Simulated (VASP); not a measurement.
# ReB (Pm-3m) in VASP: reference runs

Reference runs on ReB: the cell as given.

Everything below comes from runs of VASP 6.6.1. Logs are shortened: lines on timing, memory, paths and dates and some standing lists are left out, and cuts for length are marked.

## 1. The crystal as given

Symmetry: Pm-3m, No. 221, cubic system. Conventional cell: a = 2.748 Å, b = 2.748 Å, c = 2.748 Å, α = 90.00°, β = 90.00°, γ = 90.00°. Re (site symmetry m-3m) is surrounded by 8 B at 2.38 Å. Around B (site symmetry m-3m) lie 8 Re at 2.38 Å.

The cell was built by a generator and needn't be a form met in nature.

## 2. Single point, PBE

The input, INCAR:

```
ALGO = Normal
EDIFF = 1E-7
ENCUT = 520
GGA = PE
ISIF = 2
ISMEAR = -1
LASPH = T
LCHARG = F
LREAL = F
LWAVE = F
NBANDS = 12
NELM = 100
PREC = Accurate
SIGMA = 0.05
```

The input, KPOINTS:

```
k-points
0
Gamma
  10 10 10
```

The input, POSCAR:

```
ReB
1.0
    2.7484600000      0.0000000000      0.0000000000
    0.0000000000      2.7484600000      0.0000000000
    0.0000000000      0.0000000000      2.7484600000
Re B
1 1
Direct
    0.0000000000      0.0000000000      0.0000000000
    0.5000000000      0.5000000000      0.5000000000
```

Potentials or basis: VASP PAW PBE potentials, release 64 (Re, B).

Run with:

```console
> cat potpaw_PBE.64/Re/POTCAR potpaw_PBE.64/B/POTCAR > POTCAR
> mpirun -np 1 vasp_std > vasp.out
```

OUTCAR:

```text
EDIFF = 1E-7
   ENCUT = 520
   GGA = PE
   ISIF = 2
   ISMEAR = -1
   LASPH = T
   LREAL = F
   NELM = 100
   PREC = Accurate

 ion  position               nearest neighbor table
   1  0.000  0.000  0.000-   2 2.38   2 2.38   2 2.38   2 2.38   2 2.38   2 2.38   2 2.38   2 2.38

   2  0.500  0.500  0.500-   1 2.38   1 2.38   1 2.38   1 2.38   1 2.38   1 2.38   1 2.38   1 2.38

  LATTYP: Found a simple cubic cell.
 ALAT       =     2.7484600000

  Lattice vectors:

 A1 = (   2.7484600000,   0.0000000000,   0.0000000000)
 A2 = (   0.0000000000,   2.7484600000,   0.0000000000)
 A3 = (   0.0000000000,   0.0000000000,   2.7484600000)

Analysis of symmetry for initial positions (statically):
=====================================================================
 Subroutine PRICEL returns:
 Original cell was already a primitive cell.

 Routine SETGRP: Setting up the symmetry group for a
 simple cubic supercell.

 Subroutine GETGRP returns: Found 48 space group operations
 (whereof 48 operations were pure point group operations)
 out of a pool of 48 trial point group operations.

The static configuration has the point symmetry O_h .

Analysis of symmetry for dynamics (positions and initial velocities):
=====================================================================
 Subroutine PRICEL returns:
 Original cell was already a primitive cell.

 Routine SETGRP: Setting up the symmetry group for a
 simple cubic supercell.

 Subroutine GETGRP returns: Found 48 space group operations
 (whereof 48 operations were pure point group operations)
 out of a pool of 48 trial point group operations.

The dynamic configuration has the point symmetry O_h .

 Subroutine INISYM returns: Found 48 space group operations
 (whereof 48 operations are pure point group operations),
 and found     1 'primitive' translations

----------------------------------------------------------------------------------------

                                     Primitive cell

  volume of cell :      20.7620

  direct lattice vectors                    reciprocal lattice vectors
     2.748460000  0.000000000  0.000000000     0.363840114  0.000000000  0.000000000
     0.000000000  2.748460000  0.000000000     0.000000000  0.363840114  0.000000000
     0.000000000  0.000000000  2.748460000     0.000000000  0.000000000  0.363840114

  length of vectors
     2.748460000  2.748460000  2.748460000     0.363840114  0.363840114  0.363840114

  position of ions in fractional coordinates (direct lattice)
     0.000000000  0.000000000  0.000000000
     0.500000000  0.500000000  0.500000000

  ion indices of the primitive-cell ions
   primitive index   ion index
                 1           1
                 2           2

----------------------------------------------------------------------------------------

 KPOINTS: k-points

Automatic generation of k-mesh.
 Grid dimensions read from file:
 generate k-points for:   10   10   10

 Generating k-lattice:

  Cartesian coordinates                     Fractional coordinates (reciprocal lattice)
     0.036384011  0.000000000  0.000000000     0.100000000  0.000000000  0.000000000
     0.000000000  0.036384011  0.000000000     0.000000000  0.100000000  0.000000000
     0.000000000  0.000000000  0.036384011     0.000000000  0.000000000  0.100000000

  Length of vectors
     0.036384011  0.036384011  0.036384011

  Shift w.r.t. Gamma in fractional coordinates (k-lattice)
     0.000000000  0.000000000  0.000000000

 Subroutine IBZKPT returns following result:
 ===========================================

 Found     56 irreducible k-points:

 Following reciprocal coordinates:
            Coordinates               Weight
  0.000000  0.000000  0.000000      1.000000
  0.100000  0.000000  0.000000      6.000000
  0.200000  0.000000  0.000000      6.000000
  0.300000  0.000000  0.000000      6.000000
  0.400000  0.000000  0.000000      6.000000
  0.500000  0.000000  0.000000      3.000000
[... 16 lines left out ...]
  0.200000  0.100000  0.100000     24.000000
  0.300000  0.100000  0.100000     24.000000
 [... further k-points ...]
   k-points           NKPTS =     56   k-points in BZ     NKDIM =     56   number of bands    NBANDS=     12
   number of dos      NEDOS =    301   number of ions     NIONS =      2
   total plane-waves  NPLWV =   8000
   dimension x,y,z NGX =    20 NGY =   20 NGZ =   20
   dimension x,y,z NGXF=    40 NGYF=   40 NGZF=   40
   ions per type =               1   1
   NGX,Y,Z   is equivalent  to a cutoff of  12.10, 12.10, 12.10 a.u.
   NGXF,Y,Z  is equivalent  to a cutoff of  24.19, 24.19, 24.19 a.u.
 SYSTEM =  unknown system
   PREC   = accura    normal or accurate (medium, high low for compatibility)
   ISTART =      0    job   : 0-new  1-cont  2-samecut
   ICHARG =      2    charge: 1-file 2-atom 10-const
   ISPIN  =      1    spin polarized calculation?
   LNONCOLLINEAR =      F non collinear calculations
   LSORBIT =      F    spin-orbit coupling
   LASPH  =      T    aspherical Exc in radial PAW
   ENCUT  =  520.0 eV  38.22 Ry    6.18 a.u.   5.11  5.11  5.11*2*pi/ulx,y,z
   NELM   =    100;   NELMIN=  2; NELMDL= -5     # of ELM steps
   EDIFF  = 0.1E-06   stopping-criterion for ELM
   LREAL  =      F    real-space projection
   EDIFFG = 0.1E-05   stopping-criterion for IOM
   NSW    =      0    number of steps for IOM
   IBRION =     -1    ionic relax: 0-MD 1-quasi-New 2-CG
   NFREE  =      0    steps in history (QN), initial steepest desc. (CG)
   ISIF   =      2    stress and relaxation
   ISYM   =      2    0-nonsym 1-usesym 2-fastsym
   POTIM  = 0.5000    time-step for ionic-motion
   TEBEG  =    0.0;   TEEND  =   0.0 temperature during run
   PSTRESS=    0.0 pullay stress
   NELECT =      10.0000    total number of electrons
   NUPDOWN=      -1.0000    fix difference up-down
   EMIN   =  10.00;   EMAX   =-10.00  energy-range for DOS
   EFERMI =   0.00;   METHOD = LEGACY
   ISMEAR =    -1;   SIGMA  =   0.05  broadening in eV -4-tet -1-fermi 0-gaus
   EFERMI_NEDOS =   21; number of points for ismear=-14 and -15
   IALGO  =     38    algorithm
   IMIX   =      4    mixing-type and parameters
     AMIX     =   0.40;   BMIX     =  1.00
     AMIX_MAG =   1.60;   BMIX_MAG =  1.00
  volume/ion in A,a.u.               =      10.38        70.05
  Fermi-wavevector in a.u.,A,eV,Ry     =   1.283272  2.425033 22.405900  1.646787
  Thomas-Fermi vector in A             =   2.415535
   LORBIT       =      0    0 simple, 1 ext, 2 COOP (PROOUT), +10 PAW based schemes
   GGA     = PE    functional components
   LHFCALC =     F    Hartree Fock is set to
   AEXX    =    0.0000 exact exchange contribution
   IVDW    =     0    specifies the selected vdW correction
   LEPSILON=     F    determine dielectric tensor
   LRPA    =     F    only Hartree local field effects (RPA)
 non-spin polarized calculation
  energy-cutoff  :      520.00
  volume of cell :       20.76
 maximum number of plane-waves:       587
   NGX = 11   NGY = 11   NGZ = 11

 number of electron      10.0000002 magnetization

 Free energy of the ion-electron system (eV)
  ---------------------------------------------------
  ext. energy  EPLUGINS =         0.00000000
  ---------------------------------------------------
  free energy    TOTEN  =       -18.51667060 eV

  energy without entropy =      -18.50280090  energy(sigma->0) =      -18.50973575

 E-fermi :   8.5310     XC(G=0): -13.4886

 val. band max:        8.5264382873   @ k =   0.5000   0.4000   0.3000
 cond. band min:       8.5690836665   @ k =   0.5000   0.3000   0.1000
 fundamental gap:      0.0426453792
 Fermi energy:         8.5309860512

 k-point     1 :       0.0000    0.0000    0.0000
  band No.  band energies     occupation
      1      -4.5852      2.00000
      2       3.4545      2.00000
      3       3.4545      2.00000
      4      10.4341      0.00000
      5      10.4341      0.00000
      6      10.4341      0.00000
      7      11.0938      0.00000
      8      11.0938      0.00000
      9      11.0938      0.00000
     10      20.3003      0.00000
     11      25.6229      0.00000
     12      25.6229      0.00000

 k-point     2 :       0.1000    0.0000    0.0000
  band No.  band energies     occupation
      1      -4.3437      2.00000
      2       3.5395      2.00000
      3       3.5521      2.00000
      4       9.1687      0.00001
      5       9.1687      0.00001
      6      10.4727      0.00000
      7      10.7321      0.00000
      8      12.4428      0.00000
      9      12.4428      0.00000
     10      20.5940      0.00000
     11      24.3914      0.00000
     12      26.1421      0.00000

 k-point     3 :       0.2000    0.0000    0.0000
  band No.  band energies     occupation
      1      -3.6571      2.00000
      2       3.5809      2.00000
      3       3.7715      2.00000
      4       7.8180      2.00000
      5       7.8180      2.00000
      6      10.2764      0.00000
      7      10.5756      0.00000
      8      14.0686      0.00000
      9      14.0686      0.00000
     10      21.0546      0.00000
     11      22.2674      0.00000
     12      27.3991      0.00000

 k-point     4 :       0.3000    0.0000    0.0000
  band No.  band energies     occupation
      1      -2.6184      2.00000
      2       2.9815      2.00000
      3       4.0815      2.00000
      4       6.7606      2.00000
      5       6.7606      2.00000
      6      10.7063      0.00000
      7      10.7324      0.00000
      8      15.6324      0.00000
      9      15.6324      0.00000
     10      20.3926      0.00000
     11      21.3341      0.00000
     12      26.7555      0.00000

 k-point     5 :       0.4000    0.0000    0.0000
  band No.  band energies     occupation
      1      -1.3442      2.00000
      2       1.7549      2.00000
      3       4.3551      2.00000
      4       6.0901      2.00000
      5       6.0901      2.00000
      6      10.8150      0.00000
      7      12.0119      0.00000
      8      16.9687      0.00000
      9      16.9687      0.00000
     10      19.1327      0.00000
     11      21.5478      0.00000
     12      24.6437      0.00000
[... 228 lines left out ...]
      1      -0.7845      2.00000
      2       4.2697      2.00000
      3       5.2570      2.00000
      4       5.2570      2.00000
      5       7.9443      1.99998
      6       7.9443      1.99998
      7      12.8450      0.00000
      8      13.0139      0.00000
      9      14.9223      0.00000
     10      17.3083      0.00000
     11      23.8807      0.00000
     12      23.8807      0.00000

 k-point    22 :       0.1000    0.1000    0.1000
  band No.  band energies     occupation
      1      -3.8711      2.00000
      2       3.7484      2.00000
      3       3.7484      2.00000
      4       7.7618      2.00000
      5       8.9223      0.00080
      6       8.9223      0.00080
      7      12.4144      0.00000
      8      12.4144      0.00000
      9      13.4704      0.00000
     10      21.1079      0.00000
     11      24.8921      0.00000
     12      24.8921      0.00000

 k-point    23 :       0.2000    0.1000    0.1000
  band No.  band energies     occupation
      1      -3.2089      2.00000
      2       3.8138      2.00000
      3       3.9715      2.00000
      4       6.9714      2.00000
      5       7.5120      2.00000
      6       9.2038      0.00000
      7      11.7188      0.00000
      8      14.0772      0.00000
      9      14.2994      0.00000
     10      21.2121      0.00000
     11      23.1989      0.00000
     12      26.5759      0.00000

 k-point    24 :       0.3000    0.1000    0.1000
  band No.  band energies     occupation
      1      -2.2148      2.00000
      2       3.1035      2.00000
      3       4.2866      2.00000
      4       6.3753      2.00000
      5       6.7300      2.00000
      6       9.6183      0.00000
      7      11.4970      0.00000
      8      15.1422      0.00000
      9      15.6292      0.00000
     10      20.8435      0.00000
     11      21.6274      0.00000
     12      26.3069      0.00000

 [... further k-points ...]

------------------------ aborting loop because EDIFF is reached ----------------------------------------

  FORCE on cell =-STRESS in cart. coord.  units (eV):
  Direction    XX          YY          ZZ          XY          YZ          ZX
  --------------------------------------------------------------------------------------
  -------------------------------------------------------------------------------------
  Total        0.2149066      0.2149066      0.2149066     -0.0000000      0.0000000      0.0000000
  in kB       16.5841094     16.5841094     16.5841094     -0.0000000      0.0000000      0.0000000
  external PRESSURE =      16.5841094 kB  Pullay stress =       0.0000000 kB

 VOLUME and BASIS-vectors are now :
 -----------------------------------------------------------------------------
  energy-cutoff  :      520.00
  volume of cell :       20.76
      direct lattice vectors                 reciprocal lattice vectors
     2.748460000  0.000000000  0.000000000     0.363840114  0.000000000  0.000000000
     0.000000000  2.748460000  0.000000000     0.000000000  0.363840114  0.000000000
     0.000000000  0.000000000  2.748460000     0.000000000  0.000000000  0.363840114

 POSITION                                       TOTAL-FORCE (eV/Angst)
 -----------------------------------------------------------------------------------
      0.00000      0.00000      0.00000         0.000000      0.000000      0.000000
      1.37423      1.37423      1.37423         0.000000      0.000000      0.000000
 -----------------------------------------------------------------------------------
    total drift:                                0.000000      0.000000      0.000000

  FREE ENERGIE OF THE ION-ELECTRON SYSTEM (eV)
  ---------------------------------------------------
  free  energy   TOTEN  =       -18.5166705954 eV

  energy  without entropy=      -18.5028009048  energy(sigma->0) =      -18.50973575
```

It took 8.7 s on 1 thread of Intel Xeon Platinum 8559C (Emerald Rapids), shared host; peak memory 0.13 GiB.

Results:

```yaml
Free_energy: -18.5167 eV
Pressure: 1.7 GPa
Band_gap_on_the_k_mesh: none (metal or under the smearing width)
```

Levels at points of the mesh, in eV from the Fermi level:
```tsv
k point	band 3	band 4	band 5	band 6	band 7	band 8
(0.00, 0.00, 0.00)	-5.08	1.90	1.90	1.90	2.56	2.56
(0.50, 0.00, 0.00)	-4.06	-2.67	-2.67	2.33	4.26	9.05
(0.50, 0.50, 0.00)	-3.27	-3.27	-0.59	-0.59	4.31	4.48
(0.50, 0.50, 0.50)	-7.40	-2.30	4.53	4.53	6.95	6.95
```
